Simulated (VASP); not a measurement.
Here is the system:

```
CELL_PARAMETERS angstrom
      3.98868     0.00000     0.00000
      0.00000     4.22911     0.00000
      0.00000     0.00000    11.12178
ATOMIC_POSITIONS crystal
  Sn 0.25000 0.38678 0.61850
  Sn 0.25000 0.11322 0.11850
  Sn 0.75000 0.61322 0.38150
  Sn 0.75000 0.88678 0.88150
  S  0.25000 0.02642 0.35277
  S  0.25000 0.47358 0.85277
  S  0.75000 0.97358 0.64723
  S  0.75000 0.52642 0.14723
```

Calculation: PBEsol GGA, VASP's PBE PAW potentials (set 64) (plane waves; VASP 6.6.1). Numerical set-up: 400 eV cut-off, 6×6×3 Γ-centred mesh, tetrahedra with Blöchl corrections, potentials Sn_d S.

The cores are frozen, which limits the accuracy of field gradients.

### Question
Give the principal components of the electric field gradient (V/Å²) and the asymmetry η at each nucleus.

### Answer

```json
[
 {"atom": "Sn1", "Vxx": "68.8", "Vyy": "32.7", "Vzz": "-101.5", "η": "0.36"},
 {"atom": "Sn2", "Vxx": "68.8", "Vyy": "32.7", "Vzz": "-101.5", "η": "0.36"},
 {"atom": "Sn3", "Vxx": "68.8", "Vyy": "32.7", "Vzz": "-101.5", "η": "0.36"},
 {"atom": "Sn4", "Vxx": "68.8", "Vyy": "32.7", "Vzz": "-101.5", "η": "0.36"},
 {"atom": "S5", "Vxx": "15.5", "Vyy": "12.5", "Vzz": "-28.0", "η": "0.11"},
 {"atom": "S6", "Vxx": "15.5", "Vyy": "12.5", "Vzz": "-28.0", "η": "0.11"},
 {"atom": "S7", "Vxx": "15.5", "Vyy": "12.5", "Vzz": "-28.0", "η": "0.11"},
 {"atom": "S8", "Vxx": "15.5", "Vyy": "12.5", "Vzz": "-28.0", "η": "0.11"}
]
```

The compound is SnS in the sg62 structure. It was relaxed first.
